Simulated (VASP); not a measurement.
The input files of a VASP run:

### POSCAR
```
Ta2N
1
    2.8916510000     0.0000000000     0.0000000000
   -1.4458250000     2.5042430000     0.0000000000
    0.0000000000     0.0000000000    16.3510660000
N Ta
1 2
Direct
 -0.0010350000  -0.0066330000   0.4978230000
  0.3519290000   0.6837400000   0.5710500000
  0.6491060000   0.3228920000   0.4311270000
```

### INCAR
```
! general
SYSTEM  = Ta2N
PREC    = Accurate
ENCUT   = 280
LREAL   = F
LASPH   = T

! electronic loop
EDIFF   = 1E-6
NELM    = 100
ALGO    = Normal
LMAXMIX = 6

! smearing
ISMEAR  = 1
SIGMA   = 0.272

! functional
GGA     = PE

! ions
ISIF    = 2

! output
LWAVE   = F
LCHARG  = F
```

**KPOINTS**
```
Automatic mesh
0
Gamma
8 8 1
0 0 0
```

POTCAR, in this order: N Ta_pv (PBE.64 set). Program: vasp_std.

**Question.** Translate this PBE calculation to Quantum ESPRESSO's pw.x.

**Answer.** One equivalent input (not run):
```
&CONTROL
  calculation = 'scf'
  pseudo_dir = './pseudo'
  outdir = './out'
  tprnfor = .true.
  tstress = .true.
/
&SYSTEM
  ibrav = 0
  nat = 3
  ntyp = 2
  ecutwfc = 84
  occupations = 'smearing'
  smearing = 'methfessel-paxton'
  degauss = 0.01999
  input_dft = 'pbe'
/
&ELECTRONS
  conv_thr = 7.3e-08
  electron_maxstep = 100
/
ATOMIC_SPECIES
  N 14.007 N.upf
  Ta 180.948 Ta.upf
CELL_PARAMETERS angstrom
     2.8916510    0.0000000    0.0000000
    -1.4458250    2.5042430    0.0000000
     0.0000000    0.0000000   16.3510660
ATOMIC_POSITIONS crystal
  N   -0.0010350 -0.0066330  0.4978230
  Ta   0.3519290  0.6837400  0.5710500
  Ta   0.6491060  0.3228920  0.4311270
K_POINTS automatic
  8 8 1 0 0 0
```
What does not carry over: the potentials are each code's own (VASP's PAW set, PseudoDojo norm-conserving files in pw.x), so ENCUT and ecutwfc are chosen apart and not converted; conv_thr bounds pw.x's estimated SCF error, while EDIFF bounds the energy change between steps.

The cell is a sheet with vacuum, built from a generated structure.
